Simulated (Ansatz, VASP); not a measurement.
# SiBPC in two plane-wave programs

One calculation is typed for both programs; each brings its own data sets. How far apart do they land? The cell is generated by rule, not measured, and may not be a known phase. The cell is taken from a series of runs on this material, whose earlier steps may have relaxed, scaled, displaced or heated it; both programs get it as it stands.

Calculated with Ansatz 0.2.0; plane waves, with VASP 6.6.1 beside it; G0W0 gap at PBEsol.

The structure was built from a prototype and need not be the compound's stable phase.

## (1) The starting structure

Symmetry: Pmn2_1, No. 31, orthorhombic system. The conventional cell has a = 3.146 Å, b = 6.329 Å, c = 4.464 Å, α = 90.00°, β = 90.00°, γ = 90.00°. Nearest to B lie 1 C at 1.65 Å and 3 P at 1.96 to 1.98 Å. Nearest to P lie 3 B at 1.96 to 1.98 Å and 1 Si at 2.27 Å. Nearest to Si lie 3 C at 1.89 to 1.90 Å and 1 P at 2.27 Å. Nearest to C lie 1 B at 1.65 Å and 3 Si at 1.89 to 1.90 Å. It derives from BP. Farther neighbours are not listed.

As a file:

```cif
data_structure
_symmetry_space_group_name_H-M 'Pmn2_1'
_symmetry_Int_Tables_number 31
_cell_length_a 3.1456
_cell_length_b 6.3290
_cell_length_c 4.4642
_cell_angle_alpha 90.000
_cell_angle_beta 90.000
_cell_angle_gamma 90.000
_cell_volume 88.88
loop_
_atom_site_label
_atom_site_type_symbol
_atom_site_symmetry_multiplicity
_atom_site_Wyckoff_symbol
_atom_site_fract_x
_atom_site_fract_y
_atom_site_fract_z
_atom_site_occupancy
B1 B 2 a 0.00000 0.64842 0.96277 1
P1 P 2 a 0.50000 0.61338 0.22064 1
Si1 Si 2 a 0.00000 0.10800 0.03970 1
C1 C 2 a 0.50000 0.12653 0.27690 1
```

## (2) VASP: G0W0 gap, PBEsol

Quasiparticle shifts depend on high empty states and on the cores, so they are the hardest test of two PAW sets.

Lines of VASP's logs that name or quote its potential files are left out, and so is its time.

The run reads the wave functions of an earlier VASP run, which isn't shown here.

File INCAR:

```
SYSTEM = SiBPC
PREC = Accurate
ENCUT = 440
ISMEAR = 0
SIGMA = 0.01
LREAL = .FALSE.
GGA = PS
NBANDS = 192
ALGO = EVGW0
NELMGW = 1
ENCUTGW = 90
NOMEGA = 64
PRECFOCK = Fast
NBANDSGW = 24
LWAVE = .FALSE.
LCHARG = .FALSE.
```

File POSCAR:

```
SiBPC
1.0
    3.1455851600      0.0000000000      0.0000000000
    0.0000000000      4.4642341616     -0.0000003215
    0.0000000000     -0.0000004549      6.3290139136
B P Si C
2 2 2 2
Direct
    0.0000000000      0.9627696234      0.1066363553
    0.5000000000      0.4627694246      0.4034763715
    0.5000000000      0.2206359890      0.1416785451
    0.0000000000      0.7206358291      0.3684342424
    0.0000000000      0.0396981793      0.6470593502
    0.5000000000      0.5396982904      0.8630534045
    0.5000000000      0.2768961569      0.6285279624
    0.0000000000      0.7768965074      0.8815848335
```

File KPOINTS:

```
Automatic mesh
0
Gamma
4 4 2
0 0 0
```

Potentials, in the order of the species: B_GW, P_GW, Si_GW and C_GW (PBE family, release 64).

The run is started by

```sh
> mpirun -np 8 vasp_std
```

Numbers of over 12 decimals in the logs are rounded to 6 here.

Log:

```text
[banner, memory and clock lines left out]
running    8 mpi-ranks, on    1 nodes
 distrk:  each k-point on    8 cores,    1 groups
 distr:  one band on    1 cores,    8 groups

 POSCAR found type information on POSCAR B P SiC
 POSCAR found :  4 types and       8 ions
|                                                                             |
|           W    W    AA    RRRRR   N    N  II  N    N   GGGG   !!!           |
|           W    W   A  A   R    R  NN   N  II  NN   N  G    G  !!!           |
|           W    W  A    A  R    R  N N  N  II  N N  N  G       !!!           |
|           W WW W  AAAAAA  RRRRR   N  N N  II  N  N N  G  GGG   !            |
|           WW  WW  A    A  R   R   N   NN  II  N   NN  G    G                |
|           W    W  A    A  R    R  N    N  II  N    N   GGGG   !!!           |
|                                                                             |
|     For optimal performance we recommend to set                             |
|       NCORE = 2 up to number-of-cores-per-socket                            |
|     NCORE specifies how many cores store one orbital (NPAR=cpu/NCORE).      |
|     This setting can greatly improve the performance of VASP for DFT.       |
|     The default, NCORE=1 might be grossly inefficient on modern             |
|     multi-core architectures or massively parallel machines. Do your        |
|     Unfortunately you need to use the default for GW and RPA                |
|     calculations (for HF NCORE is supported but not extensively tested      |
|     yet).                                                                   |
|                                                                             |

|                                                                             |
|               ----> ADVICE to this user running VASP <----                  |
|                                                                             |
|     You enforced a specific xc type in the INCAR file but a different       |
|     [... a line on the potential file left out ...]
|     I HOPE YOU KNOW WHAT YOU ARE DOING!                                     |
|                                                                             |

|                                                                             |
|           W    W    AA    RRRRR   N    N  II  N    N   GGGG   !!!           |
|           W    W   A  A   R    R  NN   N  II  NN   N  G    G  !!!           |
|           W    W  A    A  R    R  N N  N  II  N N  N  G       !!!           |
|           W WW W  AAAAAA  RRRRR   N  N N  II  N  N N  G  GGG   !            |
|           WW  WW  A    A  R   R   N   NN  II  N   NN  G    G                |
|           W    W  A    A  R    R  N    N  II  N    N   GGGG   !!!           |
|                                                                             |
|     The default for ENCUTGWSOFT is different in this version of VASP.       |
|     please manually set ENCUTGWSOFT =90 in the INCAR file.                  |
|                                                                             |

 LDA part: xc-table for (Slater+PW92), standard interpolation
 found WAVECAR, reading the header
 POSCAR, INCAR and KPOINTS ok, starting setup
 FFT: planning ... GRIDC
 FFT: planning ... GRID_SOFT
 FFT: planning ... GRID
 reading WAVECAR
 the WAVECAR file was read successfully
 initial charge from wavefunction
 available memory per node:     28.81 GB, setting MAXMEM to     29496

 The Fermi energy was updated, please check that it is located mid-gap
 values below the HOMO (VB) or above the LUMO (CB) will cause erroneous energies
 E-fermi :   8.2092

 calculate exact exchange contribution
 the WAVEDER file was read successfully
energies w=
    0.000    0.000    0.258    0.000    0.516    0.000    0.772    0.000
    1.026    0.000    1.279    0.000    1.528    0.000    1.775    0.000
    2.019    0.000    2.259    0.000    2.496    0.000    2.729    0.000
    2.960    0.000    3.187    0.000    3.411    0.000    3.632    0.000
    3.852    0.000    4.069    0.000    4.285    0.000    4.500    0.000
    4.714    0.000    4.929    0.000    5.143    0.000    5.358    0.000
    5.575    0.000    5.794    0.000    6.016    0.000    6.241    0.000
    6.470    0.000    6.704    0.000    6.944    0.000    7.190    0.000
    7.444    0.000    7.708    0.000    7.981    0.000    8.267    0.000
    8.566    0.000    8.880    0.000    9.213    0.000    9.565    0.000
    9.942    0.000   10.345    0.000   10.778    0.000   11.248    0.000
   11.760    0.000   12.321    0.000   12.941    0.000   13.630    0.000
   14.402    0.000   15.275    0.000   16.273    0.000   17.423    0.000
   18.767    0.000   20.358    0.000   22.275    0.000   24.626    0.000
   27.579    0.000   31.397    0.000   36.518    0.000   43.738    0.000
   54.658    0.000   73.058    0.000  110.518    0.000  227.914    0.000
 responsefunction array rank=     184
 LDA part: xc-table for (Slater+PW92), standard interpolation

 min. memory requirement per mpi rank    161.4 MB, per node   1291.2 MB

 allocating   8 responsefunctions rank=   184
 shmem allocating  64 responsefunctions rank=   184
 response function shared by NCSHMEM nodes    1
 Doing            8  frequencies on each core in blocks of           64
NQ=   1    0.0000    0.0000    0.0000,
|.........|.........|.........|.........|.........|.........|.........|.........
 performed        346000 updates of chi_q(r,r)
 total number of BLAS operations         84.80 Gflops
NQ=   2    0.2500    0.0000    0.0000,
|.........|.........|.........|.........|.........|.........|.........|.........
 performed        784000 updates of chi_q(r,r)
 total number of BLAS operations        187.32 Gflops
NQ=   3    0.5000    0.0000    0.0000,
|.........|.........|.........|.........|.........|.........|.........|.........
 performed       1130000 updates of chi_q(r,r)
 total number of BLAS operations        261.79 Gflops
NQ=   4    0.0000    0.2500   -0.0000,
|.........|.........|.........|.........|.........|.........|.........|.........
 performed       1531000 updates of chi_q(r,r)
 total number of BLAS operations        364.69 Gflops
NQ=   5    0.2500    0.2500   -0.0000,
|.........|.........|.........|.........|.........|.........|.........|.........
 performed       2006000 updates of chi_q(r,r)
 total number of BLAS operations        477.14 Gflops
NQ=   6    0.5000    0.2500   -0.0000,
|.........|.........|.........|.........|.........|.........|.........|.........
 performed       2407000 updates of chi_q(r,r)
 total number of BLAS operations        563.51 Gflops
NQ=   7    0.0000    0.5000   -0.0000,
|.........|.........|.........|.........|.........|.........|.........|.........
 performed       2753000 updates of chi_q(r,r)
 total number of BLAS operations        639.81 Gflops
NQ=   8    0.2500    0.5000   -0.0000,
|.........|.........|.........|.........|.........|.........|.........|.........
 performed       3191000 updates of chi_q(r,r)
 total number of BLAS operations        743.53 Gflops
NQ=   9    0.5000    0.5000   -0.0000,
|.........|.........|.........|.........|.........|.........|.........|.........
 performed       3537000 updates of chi_q(r,r)
 total number of BLAS operations        821.68 Gflops
NQ=  10    0.0000    0.0000    0.5000,
|.........|.........|.........|.........|.........|.........|.........|.........
 performed       3883000 updates of chi_q(r,r)
 total number of BLAS operations        894.35 Gflops
NQ=  11    0.2500    0.0000    0.5000,
|.........|.........|.........|.........|.........|.........|.........|.........
 performed       4321000 updates of chi_q(r,r)
 total number of BLAS operations       1000.50 Gflops
NQ=  12    0.5000    0.0000    0.5000,
|.........|.........|.........|.........|.........|.........|.........|.........
 performed       4667000 updates of chi_q(r,r)
 total number of BLAS operations       1090.22 Gflops
NQ=  13    0.0000    0.2500    0.5000,
|.........|.........|.........|.........|.........|.........|.........|.........
 performed       5068000 updates of chi_q(r,r)
 total number of BLAS operations       1189.69 Gflops
NQ=  14    0.2500    0.2500    0.5000,
|.........|.........|.........|.........|.........|.........|.........|.........
 performed       5543000 updates of chi_q(r,r)
 total number of BLAS operations       1312.84 Gflops
NQ=  15    0.5000    0.2500    0.5000,
|.........|.........|.........|.........|.........|.........|.........|.........
 performed       5944000 updates of chi_q(r,r)
 total number of BLAS operations       1403.48 Gflops
NQ=  16    0.0000    0.5000    0.5000,
|.........|.........|.........|.........|.........|.........|.........|.........
 performed       6290000 updates of chi_q(r,r)
 total number of BLAS operations       1489.25 Gflops
NQ=  17    0.2500    0.5000    0.5000,
|.........|.........|.........|.........|.........|.........|.........|.........
 performed       6728000 updates of chi_q(r,r)
 total number of BLAS operations       1588.20 Gflops
NQ=  18    0.5000    0.5000    0.5000,
|.........|.........|.........|.........|.........|.........|.........|.........
 performed       7074000 updates of chi_q(r,r)
 total number of BLAS operations       1666.35 Gflops
 resolving degeneracies of screened two electron integrals

 calculate QP shifts <psi_nk| G(iteration)W_0 |psi_nk>: iteration 1
 entering main loop
```

Parts of OUTCAR (step 2):

```text
ion  position               nearest neighbor table
   1  0.000  0.963  0.107-   8 1.65   3 1.96   3 1.96   4 1.98
   2  0.500  0.463  0.403-   7 1.65   4 1.96   4 1.96   3 1.98
   3  0.500  0.221  0.142-   1 1.96   1 1.96   2 1.98   6 2.27
   4  0.000  0.721  0.368-   2 1.96   2 1.96   1 1.98   5 2.27
   5  0.000  0.040  0.647-   8 1.89   7 1.90   7 1.90   4 2.27   6 3.05   6 3.05   6 3.05   6 3.05

  LATTYP: Found a simple orthorhombic cell.
 ALAT       =     3.1455851600
 B/A-ratio  =     1.4192062635
 C/A-ratio  =     2.0120307007

 Subroutine GETGRP returns: Found  4 space group operations
 (whereof  2 operations were pure point group operations)

The static configuration has the point symmetry C_1h.
 The point group associated with its full space group is C_2v.

 Found     18 irreducible k-points:

   k-points           NKPTS =     18   k-points in BZ     NKDIM =     32   number of bands    NBANDS=    192

   dimension x,y,z NGX =    24 NGY =   32 NGZ =   48
   dimension x,y,z NGXF=    48 NGYF=   64 NGZF=   96

   ENCUT  =  440.0 eV  32.34 Ry    5.69 a.u.   5.38  7.64 10.82*2*pi/ulx,y,z

   NELECT =      32.0000    total number of electrons

  energy-cutoff  :      440.00
  volume of cell :       88.88
      direct lattice vectors                 reciprocal lattice vectors
     3.145585160  0.000000000  0.000000000     0.317905874  0.000000000  0.000000000
     0.000000000  4.464234162 -0.000000322     0.000000000  0.224002587  0.000000016
     0.000000000 -0.000000455  6.329013914     0.000000000  0.000000011  0.158002497

 k-points in reciprocal lattice and weights: Automatic mesh
   0.00000000  0.00000000  0.00000000       0.031
   0.25000000  0.00000000  0.00000000       0.062
   0.50000000  0.00000000  0.00000000       0.031
   0.00000000  0.25000000 -0.00000000       0.062
   0.25000000  0.25000000 -0.00000000       0.125
   0.50000000  0.25000000 -0.00000000       0.062
   0.00000000  0.50000000 -0.00000000       0.031
   0.25000000  0.50000000 -0.00000000       0.062
   0.50000000  0.50000000 -0.00000000       0.031
[...]
0.25000000  0.50000000  0.50000000       0.062
   0.50000000  0.50000000  0.50000000       0.031

 E-fermi :   8.2092

 QP shifts <psi_nk| G(iteration)W_0 |psi_nk>: iteration 1
 for sc-GW calculations column KS-energies equals QP-energies in previous step
 and V_xc(KS)=  KS-energies - (<T + V_ion + V_H > + <T+V_H+V_ion>^1  + <V_x>^1)
 k-point   1 :       0.0000    0.0000    0.0000
  band No.  KS-energies  QP-energies   sigma(KS)   V_xc(KS)     V^pw_x(r,r')   Z            occupation Imag(sigma)
    ...
     13       6.0229       5.6805     -13.7772     -13.3351     -16.0640       0.7746       2.0000       0.0718
     14       7.2401       7.0046     -14.0251     -13.7243     -15.8486       0.7832       2.0000       0.0582
     15       7.6431       7.4523     -14.1675     -13.9248     -15.8482       0.7859       2.0000       0.0590
     16       7.9018       7.6851     -13.9377     -13.6621     -15.5700       0.7863       2.0000       0.0589
     17       8.6448       9.0722     -10.2299     -10.7634      -6.2067       0.8012       0.0000      -0.0554
     18       9.7277      10.1983     -10.4134     -11.0032      -6.2106       0.7979       0.0000      -0.0564
     19      11.5311      12.1663     -11.1541     -11.9633      -6.6294       0.7850       0.0000      -0.0652
     20      11.9084      12.5224     -10.6960     -11.4755      -6.0934       0.7878       0.0000      -0.0682
    ...

 k-point   2 :       0.2500    0.0000    0.0000
  band No.  KS-energies  QP-energies   sigma(KS)   V_xc(KS)     V^pw_x(r,r')   Z            occupation Imag(sigma)
    ...
     13       4.4186       3.9609     -13.4819     -12.8828     -16.1682       0.7639       2.0000       0.0855
     14       4.8122       4.4250     -13.5080     -13.0030     -15.9652       0.7667       2.0000       0.0869
     15       5.8039       5.4864     -13.4167     -13.0081     -15.4371       0.7771       2.0000       0.0672
     16       7.0172       6.7642     -14.0512     -13.7273     -15.9744       0.7813       2.0000       0.0600
     17       9.7638      10.2536     -10.3418     -10.9561      -6.1044       0.7973       0.0000      -0.0585
     18      10.5149      11.0258     -10.7347     -11.3784      -6.5317       0.7939       0.0000      -0.0601
     19      10.6464      11.1801     -10.8393     -11.5124      -6.6476       0.7929       0.0000      -0.0589
     20      11.0519      11.5878     -10.8378     -11.5168      -6.5518       0.7892       0.0000      -0.0624
    ...

 k-point   3 :       0.5000    0.0000    0.0000
  band No.  KS-energies  QP-energies   sigma(KS)   V_xc(KS)     V^pw_x(r,r')   Z            occupation Imag(sigma)
    ...
     13       3.7140       3.2818     -13.5127     -12.9434     -16.3598       0.7593       2.0000       0.0931
     14       3.7140       3.2818     -13.5127     -12.9434     -16.3598       0.7593       2.0000       0.0931
     15       5.9117       5.5450     -13.6869     -13.2140     -15.8989       0.7754       2.0000       0.0673
     16       5.9117       5.5450     -13.6869     -13.2140     -15.8989       0.7754       2.0000       0.0673
     17       8.5165       8.9217     -10.1927     -10.6965      -6.3097       0.8042       0.0000      -0.0529
     18       8.5165       8.9217     -10.1927     -10.6965      -6.3097       0.8042       0.0000      -0.0529
     19       9.4834       9.9397     -10.4275     -10.9975      -6.4083       0.8005       0.0000      -0.0532
     20       9.4834       9.9397     -10.4275     -10.9975      -6.4083       0.8005       0.0000      -0.0532
    ...

 k-point   4 :       0.0000    0.2500   -0.0000
  band No.  KS-energies  QP-energies   sigma(KS)   V_xc(KS)     V^pw_x(r,r')   Z            occupation Imag(sigma)
    ...
     13       6.1543       5.8179     -13.7869     -13.3528     -16.0313       0.7751       2.0000       0.0711
     14       6.4163       6.1369     -13.9826     -13.6232     -15.9609       0.7777       2.0000       0.0674
     15       6.5499       6.2340     -13.6640     -13.2587     -15.6036       0.7793       2.0000       0.0613
     16       7.1849       6.9082     -13.6018     -13.2479     -15.3761       0.7818       2.0000       0.0616
     17       9.0627       9.5145     -10.3106     -10.8758      -6.1955       0.7993       0.0000      -0.0562
     18      10.3741      10.8649     -10.2602     -10.8764      -5.8896       0.7964       0.0000      -0.0617
     19      11.0620      11.6591     -11.0694     -11.8280      -6.6512       0.7870       0.0000      -0.0617
     20      12.2618      12.9263     -11.0293     -11.8748      -6.3265       0.7859       0.0000      -0.0728
    ...

[... 4 further parts left out ...]
```

(Part 1 of 2 ends here.)

[Lines on the potential files, build, host, timing and source positions are cut from VASP's logs without a mark.]

[Logs are printed without paths, hosts, clocks, repeated set-up lines and the standing remarks that a program may print on its own settings, such as how far it seeks lower states.]

[Hosts, paths, dates, database ids (printed as entryN), source tags and the programs' standing remarks are cut or masked in the printed files.]
